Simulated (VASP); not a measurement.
Crystal: Hf3Be.

```
Hf Be
1.0
    -2.09200    2.09200    4.35305
     2.09200   -2.09200    4.35305
     2.09200    2.09200   -4.35305
Hf Be
3 1
Direct
  0.50000 0.50000 0.00000
  0.25000 0.75000 0.50000
  0.75000 0.25000 0.50000
  0.00000 0.00000 0.00000
```

The cell comes from a database or a generator and needn't be the stable form of this composition.

| Quantity | Value |
| --- | --- |
| Program | VASP 6.6.1 |
| Task | single point |
| Functional | PBE |
| Potentials or basis | VASP PAW PBE potentials, release 64 (Hf_pv, Be) |
| Cutoff | 520 eV |
| k mesh | 9 × 9 × 9 |
| Occupations | fermi-dirac, width 0.05 eV |
| Spin | no spin polarisation |

On this cell: pressure -0.3 GPa; largest force under 0.003 eV/Å; band gap on the k mesh none (metal or under the smearing width).

The same run follows on a disturbed copy (atoms moved at random, drawn with an rms of 0.05 Å):

```
Hf Be
1.0
    -2.09200    2.09200    4.35305
     2.09200   -2.09200    4.35305
     2.09200    2.09200   -4.35305
Hf Be
3 1
Direct
  0.49071 0.49881 0.99336
  0.25882 0.75145 0.51692
  0.75503 0.25497 0.49878
  0.00421 0.99145 0.99515
```

What changes?

The energy (extrapolated to zero smearing) moves by +10.4 meV/atom; pressure -0.1 GPa; largest force 0.753 eV/Å; band gap on the k mesh none (metal or under the smearing width).

Forces in eV/Å, atoms in the order of the input:
```
Hf  -0.019  0.442  0.244
Hf  -0.267 -0.698  0.091
Hf   0.146  0.304 -0.302
Be   0.140 -0.049 -0.033
```

Stress tensor (GPa, compression positive):
```
-1.40  0.02  0.20
 0.02  0.71 -0.34
 0.20 -0.34  0.37
```
